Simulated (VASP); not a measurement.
Data:

```
TiZn3
1.0
    3.88083     0.00000     0.00000
    0.00000     3.88083     0.00000
    0.00000     0.00000     3.88083
Ti Zn
1 3
Cartesian
 -0.01781   0.03770   0.00386
  0.00962   1.93349   1.92285
  1.99208   0.01813   1.94323
  1.89694   1.89151   0.01090
```

Computed with PBEsol GGA, VASP's PBE PAW potentials (set 64) (plane waves; VASP). Numerical set-up: 300 eV cut-off, 5×5×5 Γ-centred mesh, Fermi-Dirac smearing of 0.14 eV, potentials Ti_sv Zn.

At this cut-off the stress carries a Pulay error, which pulls relaxed volumes low.

Task: Estimate the energy per atom (σ→0), pressure, largest force, band gap (on the k-mesh) with the smallest direct gap where there is one.

Result: 
```
Quantity                                                     Value
------------------------  ----------------------------------------
band gap (on the k-mesh)  none (metal, semimetal or under 0.01 eV)
energy per atom (σ→0)                               -3.467 eV/atom
pressure                                                 -1.38 GPa
largest force                                           0.571 eV/Å
```

The absolute energy has meaning only against runs of the same code, potentials and settings.

The structure comes from a computed database's TiZn3 entry; how it stands against other phases isn't given here. The cell was not relaxed at this level, atoms are displaced from their ideal sites. The k-mesh is coarse (spacing up to 0.32 per Å, 2π included), so the numbers may not be converged in it.
